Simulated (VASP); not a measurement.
# RbMnH4Cl3O2: single point with LDA

The system is RbMnH4Cl3O2.

```
CELL_PARAMETERS angstrom
6.63519 0.00000 0.00000
-2.75252 6.77837 0.00000
-2.71801 -1.31754 8.46416
ATOMIC_POSITIONS crystal
Rb 0.27518 0.94887 0.23458
Rb 0.70457 0.04394 0.78392
Mn 0.04692 0.33888 0.30576
Mn 0.00193 0.66098 0.69983
H 0.49584 0.64073 0.46263
H 0.50009 0.35351 0.47582
H 0.67826 0.65994 0.37763
H 0.33580 0.17031 0.55391
H 0.75607 0.51357 0.08195
H 0.16967 0.43017 0.74787
H 0.00714 0.57337 0.13139
H 0.18885 0.46223 0.92442
Cl 0.20292 0.71892 0.48445
Cl 0.76941 0.28033 0.51132
Cl 0.75686 0.02380 0.21030
Cl 0.14591 0.99203 0.78347
Cl 0.30455 0.47488 0.15027
Cl 0.73216 0.52215 0.82545
O 0.67547 0.67161 0.49306
O 0.33929 0.25557 0.47371
O 0.88456 0.56627 0.16968
O 0.22827 0.53104 0.83793
```

The cell comes from a database or a generator and needn't be the stable form of this composition.

```json
{
  "Program": "VASP 6.6.1",
  "Task": "single point",
  "Functional": "LDA",
  "Potentials or basis": "VASP PAW LDA potentials, release 64 (Rb_sv, Mn_pv, H, Cl, O)",
  "Cutoff": "520 eV",
  "k mesh": "2 × 1 × 1",
  "Occupations": "fermi-dirac, width 0.05 eV",
  "Spin": "collinear spin, typed start",
  "Starting moments": "[0.0, 0.0, 3.5, 3.5, 0.0, 0.0, 0.0, 0.0, 0.0, 0.0, 0.0, 0.0, 0.0, 0.0, 0.0, 0.0, 0.0, 0.0, 0.0, 0.0, 0.0, 0.0] μB",
  "Dipole correction": "no",
  "Further INCAR settings": "LREAL = Auto; ALGO = Fast; EDIFF = 1e-06; NBANDS = 80"
}
```

* Pressure: -0.7 GPa
* Largest force: 4.621 eV/Å
* Band gap on the k mesh: 1.15 eV, direct
* Net moment: 10.00 μB per cell
* Site moments: Rb +0.00; Mn +4.40, +4.35; H +0.00; Cl +0.04, +0.05, +0.07, +0.06; O +0.02, +0.03, +0.04 μB
* Valence electrons inside the program's atomic spheres: Rb 7.31, 7.30; Mn 11.26, 11.37; H 0.58, 0.62, 0.61, 0.73, 0.86, 0.76, 0.77, 0.72; Cl 5.11, 5.12, 5.13; O 5.06, 5.17, 5.25, 5.20

Forces in eV/Å, atoms in the order of the input:
```
Rb  -0.007  0.585 -0.349
Rb  -0.242 -0.282  0.032
Mn  -0.381 -0.117  0.792
Mn  -0.410 -0.491 -0.682
H    2.036  0.599  1.232
H   -0.589 -1.134  0.714
H   -0.358  0.017  2.068
H    0.073 -0.204  0.793
H   -2.403 -1.078 -3.793
H    0.654 -1.010 -1.061
H    1.267  0.143 -0.765
H   -0.072 -0.023  0.591
Cl   0.210 -0.842  0.768
Cl   1.462  0.543  0.130
Cl   0.648  0.379 -0.309
Cl   0.261  0.495  0.199
Cl  -0.627 -0.500  0.870
Cl  -0.010 -0.072  0.039
O   -1.540 -0.413 -3.019
O   -1.098  1.726 -2.100
O    1.416  0.400  4.380
O   -0.290  1.276 -0.530
```

Stress tensor (GPa, compression positive):
```
-1.88 -0.71  0.32
-0.71 -0.79  0.49
 0.32  0.49  0.51
```

Levels at points of the mesh, in eV from the valence-band top:
Spin up:
| k point | band 62 | band 63 | band 64 | band 65 | band 66 | band 67 |
| --- | --- | --- | --- | --- | --- | --- |
| (0.00, 0.00, 0.00) | -1.07 | -0.44 | 0.00 | 1.98 | 3.78 | 4.16 |
| (0.50, 0.00, 0.00) | -1.11 | -0.48 | -0.18 | 3.37 | 3.99 | 4.19 |
Spin down:
| k point | band 51 | band 52 | band 53 | band 54 | band 55 | band 56 | band 57 | band 58 |
| --- | --- | --- | --- | --- | --- | --- | --- | --- |
| (0.00, 0.00, 0.00) | -2.29 | -2.19 | -2.09 | -1.78 | 1.15 | 1.21 | 1.28 | 1.74 |
| (0.50, 0.00, 0.00) | -2.43 | -2.29 | -2.22 | -1.81 | 1.18 | 1.25 | 1.27 | 1.71 |

Wall time 3.1 min on 1 thread of Intel(R) Xeon(R) 6975P-C (Granite Rapids) (shared host), peak memory 0.45 GiB.

Caveat: the k mesh is coarse (spacing up to 0.94 Å⁻¹), so the values aren't converged; an odd mesh through Γ misses points on the zone boundary, where band edges often lie; forces of over 1 eV/Å show positions far from the minimum, so gaps and moduli don't describe the material at rest.
